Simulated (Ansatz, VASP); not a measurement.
FeCu in VASP and in Ansatz

```
CELL_PARAMETERS angstrom
0.00000 2.18403 2.18403
2.18403 0.00000 2.18403
2.18403 2.18403 0.00000
ATOMIC_POSITIONS crystal
Fe 0.50000 0.50000 0.50000
Cu 0.00000 0.00000 0.00000
```

Change from the starting cell: volume scaled by 1.02.

Alike in both runs: task single point; functional PBE; k mesh 11 × 11 × 11; occupations fermi-dirac, width 0.05 eV; collinear spin.

|  | VASP | Ansatz |
| --- | --- | --- |
| version | VASP 6.6.1 | Ansatz 0.2.0 |
| potentials or method | VASP PAW PBE potentials, release 64 (Fe, Cu), cutoff 520 eV | all-electron LAPW, scalar-relativistic |

Ansatz gave:

| Property | Result |
| --- | --- |
| gap on the k mesh at the Fermi level (eV) | none |
| pressure (GPa) | 69.1 |
| net moment per atom (μB) | 1.37 |
| size of the moment on the site where the two differ most (μB) | 0.25 |

Task: Which values does VASP return?

Result: gap on the k mesh at the Fermi level (eV): none; pressure (GPa): 68.6; net moment per atom (μB): 1.36; size of the moment on the site where the two differ most (μB): 0.20.

Site moments also hang on the region over which each program counts them. A gap of «none» marks a metal or a gap that the smearing closes. Ansatz ran all-electron here, so the differences hold the error of VASP's frozen core and of both bases.

Caveats: the cell as given lies far from equilibrium (VASP); so large a pressure means that the cell lies far from this level's equilibrium, or that cutoff or potentials fall short (VASP).
